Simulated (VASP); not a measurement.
Data:

```
CELL_PARAMETERS angstrom
      0.00000     2.27444     2.27444
      2.27444     0.00000     2.27444
      2.27444     2.27444     0.00000
ATOMIC_POSITIONS crystal
  B  0.00000 0.00000 0.00000
  P  0.25000 0.25000 0.25000
```

These are PW91 GGA, VASP's PBE PAW potentials (set 64) (plane waves; VASP) values and carry that method's errors. Settings: 520 eV cut-off, 10×10×10 Γ-centred mesh, Gaussian smearing of 0.050 eV, potentials B P.

Problem. Give the energy at these volumes per atom, relative to the lowest: 11.05, 11.41, 11.76, 12.11, 12.47 Å³.

Solution. 23.9, 5.8, 0.0, 4.9, 19.1 meV/atom. A third-order Birch-Murnaghan fit gives B0 = 161 GPa and B0′ = 3.8.

Measured: bulk modulus 176 GPa at 0 K (computed value off by -8.6 %), as given by Tamar Goldzak et al., The Journal of Chemical Physics (2022), arXiv:2208.04865 [0 K, zero-point effect removed]; a 4.525 Å at 0 K (computed value off by +0.5 %), as given by Daniel Mejia-Rodriguez et al., Physical Review B (2018), arXiv:1807.09216 [static lattice: zero-point anharmonic expansion removed].

The compound is BP in the zinc blende structure. It was relaxed first.
